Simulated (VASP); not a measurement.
Crystal: Hf7S.

```
Hf S
1.0
     0.00000    4.15866    4.15866
     4.15866    0.00000    4.15866
     4.15866    4.15866    0.00000
Hf S
7 1
Direct
  0.50000 0.50000 0.50000
  0.00000 0.50000 0.00000
  0.50000 0.00000 0.00000
  0.00000 0.50000 0.50000
  0.50000 0.00000 0.50000
  0.00000 0.00000 0.50000
  0.50000 0.50000 0.00000
  0.00000 0.00000 0.00000
```

The cell was built by a generator and needn't be a form met in nature.

The cell isn't the ideal one: species swapped into the SbPt7 type (Fm-3m, No. 225).

| Property | Result |
| --- | --- |
| Program | VASP 6.6.1 |
| Task | relaxation of cell and atoms |
| Functional | PBE |
| Potentials or basis | VASP PAW PBE potentials, release 64 (Hf_pv, S) |
| Cutoff | 600 eV |
| k mesh | 4 × 4 × 4 |
| Occupations | gaussian, width 0.1 eV |
| Spin | no spin polarisation |

At the start: pressure 21.5 GPa; volume 17.98 Å³/atom.

Task: How do energy, volume and symmetry change on relaxing?

Result: Over 4 steps the energy falls by 183.5 meV/atom and the volume is 21.08 Å³/atom (+17.3 %); space group Fm-3m (No. 225, to 0.05 Å).

Step by step:
```tsv
step	energy change (eV)	largest force (eV/Å)	pressure (GPa)	volume (Å³)
1	0.0000	0.0000	21.53	143.84
2	-0.0326	0.0000	-12.74	200.24
3	-1.4668	0.0000	-0.48	169.36
4	-1.4680	0.0000	-0.06	168.67
```

Final structure:
```yaml
crystal:
  lattice:
    - [0.00000, 4.38531, 4.38531]
    - [4.38531, 0.00000, 4.38531]
    - [4.38531, 4.38531, 0.00000]
  atoms:
    - { symbol: Hf, position: [0.50000, 0.50000, 0.50000] }
    - { symbol: Hf, position: [0.00000, 0.50000, 0.00000] }
    - { symbol: Hf, position: [0.50000, 0.00000, 0.00000] }
    - { symbol: Hf, position: [0.00000, 0.50000, 0.50000] }
    - { symbol: Hf, position: [0.50000, 0.00000, 0.50000] }
    - { symbol: Hf, position: [0.00000, 0.00000, 0.50000] }
    - { symbol: Hf, position: [0.50000, 0.50000, 0.00000] }
    - { symbol: S, position: [0.00000, 0.00000, 0.00000] }
```

Caveat: the volume moved by over 15 % at a fixed basis, so the end points are rough.
